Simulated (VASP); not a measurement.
Input:

```
CELL_PARAMETERS angstrom
      1.83000    -3.16965     0.00000
      1.83000     3.16965     0.00000
      0.00000     0.00000     5.82000
ATOMIC_POSITIONS crystal
  Zr 0.00000 0.00000 0.00000
  S  0.33333 0.66667 0.25000
  S  0.66667 0.33333 0.75000
```

Method: PBE GGA with spin-orbit coupling, VASP's PBE PAW potentials (set 64) (plane waves; VASP 6.6.1). Numerical set-up: 400 eV cut-off, 8×8×4 Γ-centred mesh, Gaussian smearing of 0.050 eV, potentials Zr_sv S.

Question: Give the stress tensor in GPa (positive for a compressed cell).

Answer: 
```
1.27  0.00  0.00
0.00  1.27  0.00
0.00  0.00  1.77
```
The pressure is its mean diagonal, 1.43 GPa.

The compound is ZrS2 in the 1T layered structure. The cell was not relaxed at this level. The run is one of a series of settings (GGA_COMPAT = .FALSE., LSORBIT = .TRUE., MAGMOM = 0 0 0 0 0 0 0 0 0, program vasp_ncl against the base run), some of them coarse on purpose.
